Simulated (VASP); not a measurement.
The system is B12Ru.

```xyz
13
Lattice="0.0000 3.6382 3.6382 3.6382 0.0000 3.6382 3.6382 3.6382 0.0000" Properties=species:S:1:pos:R:3 pbc="T T T"
B     4.8617    4.8617    3.6382
B     4.8617    3.6382    2.4147
B     3.6382    4.8617    2.4147
B     4.8617    2.4147    3.6382
B     4.8617    3.6382    4.8617
B     3.6382    2.4147    4.8617
B     2.4147    4.8617    3.6382
B     2.4147    3.6382    4.8617
B     3.6382    4.8617    4.8617
B     2.4147    2.4147    3.6382
B     2.4147    3.6382    2.4147
B     3.6382    2.4147    2.4147
Ru    0.0000    0.0000    0.0000
```

The cell was built by a generator and needn't be a form met in nature.

The cell isn't the ideal one: species swapped into the YbB12 type (Fm-3m, No. 225).

```yaml
Program: VASP 6.6.1
Task: relaxation of cell and atoms
Functional: PBE
Potentials_or_basis: VASP PAW PBE potentials, release 64 (B, Ru_pv)
Cutoff: 600 eV
k_mesh: 4 × 4 × 4
Occupations: gaussian, width 0.1 eV
Spin: no spin polarisation
```

At the start: pressure 11.2 GPa; volume 7.41 Å³/atom.

**Question.** How do energy, volume and symmetry change on relaxing?

**Answer.** Over 6 steps the energy falls by 25.8 meV/atom and the volume is 7.73 Å³/atom (+4.4 %); space group Fm-3m (No. 225, to 0.05 Å).

The path:
```tsv
step	energy change (eV)	largest force (eV/Å)	pressure (GPa)	volume (Å³)
1	0.0000	1.3017	11.19	96.31
2	0.1641	1.9455	-4.97	103.71
3	-0.3240	0.1797	2.43	99.53
4	-0.3241	0.1513	2.59	99.46
5	-0.3317	0.1061	-1.35	101.21
6	-0.3357	0.0138	0.08	100.55
```

Final structure:
```yaml
crystal:
  lattice:
    - [0.00000, 3.69079, 3.69079]
    - [3.69079, 0.00000, 3.69079]
    - [3.69079, 3.69079, 0.00000]
  atoms:
    - { symbol: B, position: [0.50000, 0.50000, 0.84111] }
    - { symbol: B, position: [0.15889, 0.50000, 0.84111] }
    - { symbol: B, position: [0.50000, 0.15889, 0.84111] }
    - { symbol: B, position: [0.15889, 0.84111, 0.50000] }
    - { symbol: B, position: [0.50000, 0.84111, 0.50000] }
    - { symbol: B, position: [0.50000, 0.84111, 0.15889] }
    - { symbol: B, position: [0.84111, 0.15889, 0.50000] }
    - { symbol: B, position: [0.84111, 0.50000, 0.15889] }
    - { symbol: B, position: [0.84111, 0.50000, 0.50000] }
    - { symbol: B, position: [0.50000, 0.50000, 0.15889] }
    - { symbol: B, position: [0.50000, 0.15889, 0.50000] }
    - { symbol: B, position: [0.15889, 0.50000, 0.50000] }
    - { symbol: Ru, position: [0.00000, 0.00000, 0.00000] }
```

Caveat: the k mesh is coarse (spacing up to 0.37 Å⁻¹), so the values aren't converged.
